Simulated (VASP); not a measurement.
Output of a VASP run:

**OSZICAR**
```
...
DAV:   3    -0.225602304584E+02    0.51151E-03   -0.64442E-04  8378   0.831E-01    0.402E-02
DAV:   4    -0.225603361554E+02   -0.10570E-03   -0.20005E-04  7290   0.158E-01    0.416E-02
DAV:   5    -0.225603360783E+02    0.77086E-07   -0.95830E-06 10598   0.308E-02    0.541E-02
DAV:   6    -0.225603376314E+02   -0.15530E-05   -0.13178E-06  7224   0.163E-02    0.470E-02
DAV:   7    -0.225603377380E+02   -0.10667E-06   -0.77057E-07  7786   0.139E-02    0.271E-02
DAV:   8    -0.225603378316E+02   -0.93516E-07   -0.68921E-07  7124   0.995E-03
   2 F= -.22560338E+02 E0= -.22560375E+02  d E =-.466943E-03
       N       E                     dE             d eps       ncg     rms          rms(c)
DAV:   1    -0.225752010161E+02   -0.14863E-01   -0.59124E-01  7988   0.863E+00    0.672E-01
DAV:   2    -0.225645034044E+02    0.10698E-01   -0.16255E-02  9618   0.220E+00    0.450E-01
DAV:   3    -0.225598425338E+02    0.46609E-02   -0.58960E-03  8354   0.241E+00    0.121E-01
DAV:   4    -0.225607995965E+02   -0.95706E-03   -0.17942E-03  7354   0.473E-01    0.125E-01
DAV:   5    -0.225607967506E+02    0.28459E-05   -0.87577E-05 10464   0.922E-02    0.164E-01
DAV:   6    -0.225608100516E+02   -0.13301E-04   -0.77108E-06  7356   0.395E-02    0.146E-01
DAV:   7    -0.225608139982E+02   -0.39466E-05   -0.83220E-06  7832   0.492E-02    0.820E-02
DAV:   8    -0.225608144618E+02   -0.46368E-06   -0.76882E-06  7130   0.331E-02    0.695E-02
DAV:   9    -0.225608161624E+02   -0.17005E-05   -0.19800E-06  7082   0.167E-02    0.485E-02
DAV:  10    -0.225608161983E+02   -0.35882E-07   -0.96785E-08  7084   0.529E-03
   3 F= -.22560816E+02 E0= -.22560940E+02  d E =-.945309E-03
       N       E                     dE             d eps       ncg     rms          rms(c)
DAV:   1    -0.225632167126E+02   -0.24006E-02   -0.94930E-02  8028   0.347E+00    0.275E-01
DAV:   2    -0.225614950545E+02    0.17217E-02   -0.26006E-03  9806   0.946E-01    0.187E-01
DAV:   3    -0.225607345378E+02    0.76052E-03   -0.94003E-04  8348   0.101E+00    0.474E-02
DAV:   4    -0.225608970780E+02   -0.16254E-03   -0.29666E-04  7276   0.193E-01    0.488E-02
DAV:   5    -0.225608966982E+02    0.37984E-06   -0.14275E-05 10514   0.377E-02    0.643E-02
DAV:   6    -0.225608994684E+02   -0.27702E-05   -0.33141E-06  7154   0.248E-02    0.537E-02
DAV:   7    -0.225608998565E+02   -0.38808E-06   -0.11281E-06  7492   0.147E-02    0.321E-02
DAV:   8    -0.225608999767E+02   -0.12024E-06   -0.79678E-07  7102   0.106E-02    0.295E-02
DAV:   9    -0.225609001777E+02   -0.20093E-06   -0.16167E-07  7090   0.486E-03    0.215E-02
DAV:  10    -0.225609002338E+02   -0.56157E-07   -0.12375E-08  3636   0.216E-03
   4 F= -.22560900E+02 E0= -.22561022E+02  d E =-.102935E-02
       N       E                     dE             d eps       ncg     rms          rms(c)
DAV:   1    -0.225611314889E+02   -0.23131E-03   -0.85593E-03  8020   0.104E+00    0.836E-02
DAV:   2    -0.225609743168E+02    0.15717E-03   -0.23528E-04  9832   0.285E-01    0.576E-02
DAV:   3    -0.225609060541E+02    0.68263E-04   -0.85336E-05  8308   0.304E-01    0.142E-02
DAV:   4    -0.225609211079E+02   -0.15054E-04   -0.27188E-05  7290   0.582E-02    0.148E-02
DAV:   5    -0.225609210816E+02    0.26363E-07   -0.12860E-06 10468   0.114E-02    0.195E-02
DAV:   6    -0.225609213336E+02   -0.25206E-06   -0.25807E-07  7184   0.703E-03    0.165E-02
DAV:   7    -0.225609212991E+02    0.34551E-07   -0.86427E-08  4960   0.462E-03
   5 F= -.22560921E+02 E0= -.22561048E+02  d E =-.105041E-02
```

**OUTCAR**
```
------------------------ aborting loop because EDIFF is reached ----------------------------------------
  FORCE on cell =-STRESS in cart. coord.  units (eV):
  Direction    XX          YY          ZZ          XY          YZ          ZX
  --------------------------------------------------------------------------------------
  Total        0.4857735      0.4857735      0.4850173      0.0000000      0.0000000      0.0000000
  in kB       31.5323931     31.5323931     31.4833085      0.0000000      0.0000000      0.0000000
  external PRESSURE =      31.5160316 kB  Pullay stress =       0.0000000 kB
  volume of cell :       24.68
      direct lattice vectors                 reciprocal lattice vectors
    -1.575917552  1.575917552  2.484623032     0.000000000  0.317275481  0.201237771
     1.575917552 -1.575917552  2.484623032     0.317275481  0.000000000  0.201237771
     1.575917552  1.575917552 -2.484623032     0.317275481  0.317275481  0.000000000
 POSITION                                       TOTAL-FORCE (eV/Angst)
 -----------------------------------------------------------------------------------
      0.00000     -0.00000      0.00000         0.000000      0.000000      0.000000
 -----------------------------------------------------------------------------------
    total drift:                                0.000000     -0.000000     -0.000000
  FREE ENERGIE OF THE ION-ELECTRON SYSTEM (eV)
  ---------------------------------------------------
  free  energy   TOTEN  =       -22.5609212991 eV

  energy  without entropy=      -22.5613011608  energy(sigma->0) =      -22.56104792

 reached required accuracy - stopping structural energy minimisation
```
(Selected blocks of OUTCAR.)

POSCAR:
```
In
1
   -1.5853281016     1.5853281016     2.4552130057
    1.5853281016    -1.5853281016     2.4552130057
    1.5853281016     1.5853281016    -2.4552130057
In
1
Direct
  1.0000000000   0.0000000000   0.0000000000
```

Q: Reconstruct the remaining input files.

A: Several could match; the one computed here: the input of the run itself, r2SCAN meta-GGA, plane waves, VASP's PBE PAW potentials (set 64).

INCAR:
```
SYSTEM = In
PREC = Accurate
ENCUT = 520
EDIFF = 1E-7
NELM = 100
ALGO = Normal
LREAL = .FALSE.
LASPH = .TRUE.
ISMEAR = 1
SIGMA = 0.1
METAGGA = R2SCAN
LMIXTAU = .TRUE.
LMAXMIX = 4
LWAVE = .FALSE.
LCHARG = .FALSE.
ISIF = 4
IBRION = 2
NSW = 30
EDIFFG = -0.01
```

### KPOINTS
```
Automatic mesh
0
Gamma
 16 16 16
0 0 0
```

POTCAR, in this order: In_d (PBE.64 set). Program: vasp_std.

The compound is In in the bct structure. This cell is one point of a volume scan, at 0.94 of the reference volume. Symmetry was kept, so distortions that lower it aren't found.
